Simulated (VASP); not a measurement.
A run of VASP 6.6.1 is set up as follows.

The input INCAR:

```
SYSTEM = MoOs
PREC = Accurate
ENCUT = 520
EDIFF = 1E-6
ISMEAR = 0
SIGMA = 0.15
LREAL = .FALSE.
LASPH = .TRUE.
NELM = 100
ALGO = Fast
ISIF = 2
LWAVE = .FALSE.
LCHARG = .TRUE.
LELF = .TRUE.
LVHAR = .TRUE.
NBANDS = 18
```

Contents of KPOINTS:

```
Automatic mesh
0
G
  21 21 10
  0 0 0
```

Contents of POSCAR:

```
MoOs
1.0
    2.7122117934      0.0000000000      0.0000000000
   -1.3561058967      2.3488443135      0.0000000000
    0.0000000000      0.0000000000      4.2817022500
Mo Os
1 1
Direct
    0.6666666667      0.3333333333      0.5000000000
    0.3333333333      0.6666666667      0.0000000000
```

Potentials or basis: VASP PAW LDA potentials, release 64 (Mo_sv, Os).

Run with:

```console
$ cat potpaw_LDA.64/Mo_sv/POTCAR potpaw_LDA.64/Os/POTCAR > POTCAR
$ mpirun -np 1 vasp_std > vasp.out
```

Task: Predict the band gap on the k mesh.

Result: None (metal or under the smearing width).

Task: Predict the pressure.

Result: 22.3 GPa.

Stress tensor (GPa, compression positive):
```
18.36  0.00  0.00
 0.00 18.36  0.00
 0.00  0.00 30.07
```

Caveat: so large a pressure means that the cell lies far from this level's equilibrium, or that cutoff or potentials fall short. The run has no spin-orbit coupling, so splittings on Os are missing.
